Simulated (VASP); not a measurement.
Consider the following.

```
CELL_PARAMETERS angstrom
      1.60154    -2.77395     0.00000
      1.60154     2.77395     0.00000
      0.00000     0.00000    16.06437
ATOMIC_POSITIONS crystal
  W  0.33333 0.66667 0.25000
  W  0.66667 0.33333 0.75000
  S  0.33333 0.66667 0.84791
  S  0.66667 0.33333 0.34791
  S  0.66667 0.33333 0.15209
  S  0.33333 0.66667 0.65209
```

Computed with revPBE GGA, VASP's PBE PAW potentials (set 64) (plane waves; VASP). Settings: 520 eV cut-off, Gaussian smearing of 0.050 eV, potentials W_sv S.

Without a dispersion term in the relaxation, distances and binding between the weakly bound layers, chains or molecules are unreliable, and so is what depends on them. Unless said otherwise, spin-orbit coupling is left out, though it shifts the bands of the heavy elements here.

**Question.** Give the energies of bands 17 to 30 at the high-symmetry points, in eV from the valence-band maximum.

**Answer.** 
```tsv
band	Γ	M	K	A	L	H
17	-2.93	-4.49	-4.52	-2.93	-4.48	-4.52
18	-2.93	-4.47	-4.51	-2.93	-4.48	-4.52
19	-2.29	-3.48	-4.01	-2.17	-3.48	-4.01
20	-2.03	-3.47	-4.01	-2.17	-3.48	-4.01
21	-1.73	-2.23	-3.31	-1.73	-2.23	-3.31
22	-1.73	-2.23	-3.31	-1.73	-2.23	-3.31
23	-1.73	-1.41	-2.48	-1.73	-1.41	-2.48
24	-1.73	-1.41	-2.48	-1.73	-1.41	-2.48
25	-0.21	-1.02	-0.10	-0.10	-1.02	-0.10
26	0.00	-1.02	-0.09	-0.10	-1.02	-0.10
27	2.73	2.68	1.67	2.73	2.68	1.67
28	2.73	2.68	1.67	2.73	2.68	1.67
29	2.73	3.12	3.21	2.74	3.13	3.26
30	2.75	3.14	3.31	2.80	3.13	3.26
```

The gap is indirect, 1.67 eV, from the valence maximum at Γ to the conduction minimum at K.

The compound is WS2 in the 2H layered structure. It was relaxed first, which changed the volume by +35 %.
